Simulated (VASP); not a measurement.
Given:

```
CELL_PARAMETERS angstrom
      0.00000     2.79517     2.79517
      2.79517     0.00000     2.79517
      2.79517     2.79517     0.00000
ATOMIC_POSITIONS crystal
  Na 0.00000 0.00000 0.00000
  Cl 0.50000 0.50000 0.50000
```

These are PBEsol GGA, VASP's PBE PAW potentials (set 64) (plane waves; VASP) values and carry that method's errors. Run with 400 eV cut-off, 9×9×9 Γ-centred mesh, tetrahedra with Blöchl corrections, potentials Na_pv Cl.

Q: Estimate the energy per atom (σ→0), band gap (on the k-mesh) with the smallest direct gap where there is one.

A: 
```yaml
band gap (on the k-mesh): 5.03 eV
smallest direct gap (on the k-mesh): 5.03 eV
energy per atom (σ→0): -3.499 eV/atom
```

The structure was generated: NaCl was put into the rock salt type (Fm-3m), which need not be its known phase. It was relaxed first, which changed the volume by -10 %.
